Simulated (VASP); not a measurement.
Level of theory: PBEsol GGA, VASP's PBE PAW potentials (set 64) (plane waves; VASP).

VASP input:

INCAR:
```
ISIF = 2   # forces and stress, cell fixed
SYSTEM = Ti3Al
LASPH = .TRUE.   # aspherical one-centre terms
ISMEAR = -5
LCHARG = .TRUE.
LREAL = .FALSE.   # projection in real space or not
GGA = PS
ENCUT = 400   # plane-wave cut-off (eV)
EDIFF = 1E-7   # SCF stop (eV)
LORBIT = 11
LMAXMIX = 4
LWAVE = .FALSE.
ALGO = Normal   # blocked Davidson
NELM = 100   # most electronic steps
NEDOS = 601   # DOS grid
PREC = Accurate
LEFG = .TRUE.
```

KPOINTS:
```
Automatic mesh
0
Gamma
7 7 8
0 0 0
```

### POSCAR
```
Ti3Al
1.0
  5.6769881353   0.0000000000   0.0000000000
 -2.8384940677   4.9164164090   0.0000000000
  0.0000000000   0.0000000000   4.6030756793
Al Ti
2 6
Cartesian
 -0.0000028385   3.2776125781   1.1507689198
  2.8384969061   1.6388038309   3.4523067595
  2.8384940679   3.2477633745   1.1507689198
 -1.3933982874   4.0820898920   3.4523067595
  1.4450957809   0.8343265170   1.1507689198
 -0.0000000003   1.6686530345   3.4523067595
  4.2318923550   0.8343265170   1.1507689198
  1.3933982867   4.0820898920   3.4523067595
```

POTCAR, in this order: Al Ti_sv (PBE.64 set). Program: vasp_std.

What VASP printed:

OSZICAR:
```
       N       E                     dE             d eps       ncg     rms          rms(c)
DAV:   1     0.951801311425E+03    0.95180E+03   -0.34009E+04  3688   0.173E+03
DAV:   2     0.702176554275E+02   -0.88158E+03   -0.86616E+03  3680   0.567E+02
DAV:   3    -0.512708948034E+02   -0.12149E+03   -0.11774E+03  6000   0.180E+02
DAV:   4    -0.678386366878E+02   -0.16568E+02   -0.16286E+02  5336   0.586E+01
DAV:   5    -0.689769775111E+02   -0.11383E+01   -0.11327E+01  5792   0.134E+01    0.238E+01
DAV:   6    -0.602289093435E+02    0.87481E+01   -0.47460E+01  4644   0.446E+01    0.506E+00
DAV:   7    -0.604350080752E+02   -0.20610E+00   -0.37913E+00  5096   0.814E+00    0.431E+00
DAV:   8    -0.604461714117E+02   -0.11163E-01   -0.40456E-01  5082   0.375E+00    0.174E+00
DAV:   9    -0.604557621635E+02   -0.95908E-02   -0.10298E-01  5032   0.198E+00    0.511E-01
DAV:  10    -0.604572552336E+02   -0.14931E-02   -0.26772E-02  4924   0.100E+00    0.155E-01
DAV:  11    -0.604576509333E+02   -0.39570E-03   -0.20859E-03  5240   0.269E-01    0.619E-02
DAV:  12    -0.604576203471E+02    0.30586E-04   -0.41922E-04  5146   0.926E-02    0.233E-02
DAV:  13    -0.604576170731E+02    0.32740E-05   -0.32617E-05  5400   0.324E-02    0.683E-03
DAV:  14    -0.604576171109E+02   -0.37791E-07   -0.48812E-06  5008   0.114E-02    0.295E-03
DAV:  15    -0.604576172845E+02   -0.17358E-06   -0.83819E-07  3968   0.462E-03    0.154E-03
DAV:  16    -0.604576174222E+02   -0.13768E-06   -0.61599E-08  2568   0.185E-03    0.700E-04
DAV:  17    -0.604576174395E+02   -0.17350E-07   -0.26690E-08  2560   0.121E-03
   1 F= -.60457617E+02 E0= -.60457617E+02  d E =0.000000E+00
```

File OUTCAR:
```
------------------------ aborting loop because EDIFF is reached ----------------------------------------
  FORCE on cell =-STRESS in cart. coord.  units (eV):
  Direction    XX          YY          ZZ          XY          YZ          ZX
  --------------------------------------------------------------------------------------
  Total        0.0036336      0.0036336     -0.1876111     -0.0000000     -0.0000000      0.0000000
  in kB        0.0453138      0.0453138     -2.3396684     -0.0000000     -0.0000000      0.0000000
  external PRESSURE =      -0.7496802 kB  Pullay stress =       0.0000000 kB
  volume of cell :      128.47
      direct lattice vectors                 reciprocal lattice vectors
     5.676988135  0.000000000  0.000000000     0.176149743  0.101700092  0.000000000
    -2.838494068  4.916416409  0.000000000     0.000000000  0.203400184  0.000000000
     0.000000000  0.000000000  4.603075679     0.000000000  0.000000000  0.217246048
 POSITION                                       TOTAL-FORCE (eV/Angst)
 -----------------------------------------------------------------------------------
     -0.00000      3.27761      1.15077        -0.000000      0.000000      0.000000
      2.83850      1.63880      3.45231        -0.000000      0.000000      0.000000
      2.83849      3.24776      1.15077        -0.000000      0.002377      0.000000
     -1.39340      4.08209      3.45231        -0.002059      0.001189      0.000000
      1.44510      0.83433      1.15077        -0.002059     -0.001189      0.000000
     -0.00000      1.66865      3.45231         0.000000     -0.002377      0.000000
      4.23189      0.83433      1.15077         0.002059     -0.001189      0.000000
      1.39340      4.08209      3.45231         0.002059      0.001189      0.000000
 -----------------------------------------------------------------------------------
    total drift:                                0.003099     -0.001789      0.003626
  FREE ENERGIE OF THE ION-ELECTRON SYSTEM (eV)
  ---------------------------------------------------
  free  energy   TOTEN  =       -60.4576174395 eV

  energy  without entropy=      -60.4576174395  energy(sigma->0) =      -60.45761744

 total charge

# of ion       s       p       d       tot
------------------------------------------
    1        0.422   0.431   0.000   0.853
    2        0.422   0.431   0.000   0.853
    3        2.236   6.129   1.950  10.315
    4        2.236   6.129   1.950  10.315
    5        2.236   6.129   1.950  10.315
    6        2.236   6.129   1.950  10.315
    7        2.236   6.129   1.950  10.315
    8        2.236   6.129   1.950  10.315
--------------------------------------------------
tot         14.261  37.637  11.700  63.598
```
(Selected blocks of OUTCAR.)

For a metal the tetrahedron method with Blöchl corrections gives inexact stress and forces.

The structure comes from a measured Ti3Al entry (P6_3/mmc) of the Crystallography Open Database, whose conditions weren't checked. It was relaxed first.
